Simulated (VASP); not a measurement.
Computed with r2SCAN meta-GGA with spin-orbit coupling, VASP's PBE PAW potentials (set 64) (plane waves; VASP).

VASP ran on this input.

**POSCAR**
```
Ag
1
   -0.0000000000     2.0505678027     2.0505678027
    2.0505678027    -0.0000000000     2.0505678027
    2.0505678027     2.0505678027    -0.0000000000
Ag
1
Direct
  0.0000000000   0.0000000000   0.0000000000
```

KPOINTS:
```
Automatic mesh
0
Gamma
14 14 14
0 0 0
```

INCAR:
```
ALGO = Normal
EDIFF = 1E-6
ENCUT = 400
GGA_COMPAT = .False.
ISMEAR = 0
LASPH = .True.
LCHARG = .False.
LMAXMIX = 4
LMIXTAU = .True.
LREAL = .False.
LSORBIT = .True.
LWAVE = .False.
MAGMOM = 0 0 0
METAGGA = R2SCAN
NELM = 100
PREC = Accurate
SIGMA = 0.05
SYSTEM = Ag
```

File KPOINTS_OPT:
```
k-points along high-symmetry lines
8
Line-mode
Reciprocal
  0.000000   0.000000   0.000000 ! GAMMA
  0.500000   0.000000   0.500000 ! X

  0.500000   0.000000   0.500000 ! X
  0.625000   0.250000   0.625000 ! U

  0.375000   0.375000   0.750000 ! K
  0.000000   0.000000   0.000000 ! GAMMA

  0.000000   0.000000   0.000000 ! GAMMA
  0.500000   0.500000   0.500000 ! L

  0.500000   0.500000   0.500000 ! L
  0.500000   0.250000   0.750000 ! W

  0.500000   0.250000   0.750000 ! W
  0.500000   0.000000   0.500000 ! X
```

POTCAR, in this order: Ag (PBE.64 set). Program: vasp_ncl.

The run wrote:

### OSZICAR
```
       N       E                     dE             d eps       ncg     rms          rms(c)
DAV:   1     0.344935013392E+02    0.34494E+02   -0.49444E+03  3824   0.986E+02
DAV:   2    -0.238963614698E+02   -0.58390E+02   -0.54930E+02  3940   0.244E+02
DAV:   3    -0.248525750559E+02   -0.95621E+00   -0.95262E+00  4420   0.348E+01
DAV:   4    -0.248570535408E+02   -0.44785E-02   -0.44781E-02  4090   0.226E+00
DAV:   5    -0.248571200872E+02   -0.66546E-04   -0.66547E-04  4152   0.270E-01    0.600E+00
DAV:   6    -0.212275781550E+02    0.36295E+01   -0.38692E+00  3782   0.322E+01    0.505E+00
DAV:   7    -0.213751486115E+02   -0.14757E+00   -0.19998E-01  3812   0.750E+00    0.248E+00
DAV:   8    -0.213670087110E+02    0.81399E-02   -0.25077E-02  3782   0.169E+00    0.427E-01
DAV:   9    -0.213829717148E+02   -0.15963E-01   -0.62618E-03  3892   0.899E-01    0.167E-01
DAV:  10    -0.213808079331E+02    0.21638E-02   -0.16827E-03  3930   0.456E-01    0.787E-02
DAV:  11    -0.213824529637E+02   -0.16450E-02   -0.78086E-04  3820   0.436E-01    0.335E-02
DAV:  12    -0.213826990467E+02   -0.24608E-03   -0.18610E-04  3844   0.198E-01    0.503E-02
DAV:  13    -0.213826914970E+02    0.75497E-05   -0.86885E-05  3954   0.150E-01    0.159E-02
DAV:  14    -0.213827349543E+02   -0.43457E-04   -0.13991E-05  3832   0.502E-02    0.727E-03
DAV:  15    -0.213827348380E+02    0.11628E-06   -0.26228E-06  4012   0.256E-02
   1 F= -.21382735E+02 E0= -.21382346E+02  d E =-.778078E-03  mag=    -0.0000    -0.0000    -0.0000
       N       E                     dE             ncg
```

**OUTCAR**
```
------------------------ aborting loop because EDIFF is reached ----------------------------------------
  FORCE on cell =-STRESS in cart. coord.  units (eV):
  Direction    XX          YY          ZZ          XY          YZ          ZX
  --------------------------------------------------------------------------------------
  Total       -0.0050972     -0.0050972     -0.0050972     -0.0000000      0.0000000     -0.0000000
  in kB       -0.4735775     -0.4735775     -0.4735775     -0.0000000      0.0000000     -0.0000000
  external PRESSURE =      -0.4735775 kB  Pullay stress =       0.0000000 kB
  volume of cell :       17.24
      direct lattice vectors                 reciprocal lattice vectors
     0.000000000  2.050567803  2.050567803    -0.243834902  0.243834902  0.243834902
     2.050567803  0.000000000  2.050567803     0.243834902 -0.243834902  0.243834902
     2.050567803  2.050567803  0.000000000     0.243834902  0.243834902 -0.243834902
 POSITION                                       TOTAL-FORCE (eV/Angst)
 -----------------------------------------------------------------------------------
      0.00000      0.00000      0.00000         0.000000      0.000000     -0.000000
 -----------------------------------------------------------------------------------
    total drift:                               -0.000000     -0.000000     -0.000000
  FREE ENERGIE OF THE ION-ELECTRON SYSTEM (eV)
  ---------------------------------------------------
  free  energy   TOTEN  =       -21.3827348380 eV

  energy  without entropy=      -21.3819567596  energy(sigma->0) =      -21.38234580

 Ion:    1  E_soc:     -0.0511315
```
(Selected blocks of OUTCAR.)

The compound is Ag in the fcc structure. It was relaxed first.
